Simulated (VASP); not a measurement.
Data:

```
P
1.0
    2.42283     0.00000     0.00000
    0.00000     2.42283     0.00000
    0.00000     0.00000     2.42283
P
1
Direct
  0.00000   0.00000   0.00000
```

Calculation: PBEsol GGA, VASP's PBE PAW potentials (set 64) (plane waves; VASP). Run with 400 eV cut-off, Gaussian smearing of 0.050 eV, potentials P.

Give the energies of bands 1 to 5 at the high-symmetry points, in eV from the Fermi level.

| band | Γ | X | M | R |
|---|---|---|---|---|
| 1 | -16.77 | -12.30 | -7.45 | -2.21 |
| 2 | 5.12 | -8.94 | -5.41 | -2.21 |
| 3 | 5.12 | 8.05 | -5.41 | -2.21 |
| 4 | 5.12 | 8.05 | 0.72 | -1.37 |
| 5 | 6.79 | 9.44 | 10.77 | 4.54 |

It has no gap at this level: it comes out as a metal or semimetal.

The structure was generated: P was put into the simple-cubic type (Pm-3m), which need not be its known phase. It was relaxed first, which changed the volume by -13 %.
